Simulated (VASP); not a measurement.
```
VN
1.0
    2.75152     0.00000     0.00000
   -1.37576     2.38288     0.00000
    0.00000     0.00000     5.30370
V N
2 2
Direct
  0.00000   0.00000   0.00000
  0.00000   0.00000   0.50000
  0.33333   0.66667   0.25000
  0.66667   0.33333   0.75000
```

Calculation: PBE GGA, VASP's PBE PAW potentials (set 64) (plane waves; VASP). Numerical set-up: 520 eV cut-off, 14×14×7 Γ-centred mesh, tetrahedra with Blöchl corrections, potentials V_sv N.

The cores are frozen, which limits the accuracy of field gradients.

Problem. Give the principal components of the electric field gradient (V/Å²) and the asymmetry η at each nucleus.

Solution. 
```tsv
atom	Vxx	Vyy	Vzz	η
V1	15.1	15.1	-30.2	0.00
V2	15.1	15.1	-30.2	0.00
N3	-2.9	-2.9	5.8	0.00
N4	-2.9	-2.9	5.8	0.00
```

The structure was generated: VN was put into the NiAs type type (P6_3/mmc), which need not be its known phase. It was relaxed first, which changed the volume by -36 %. The run is not spin-polarised, so no magnetic state was tried.
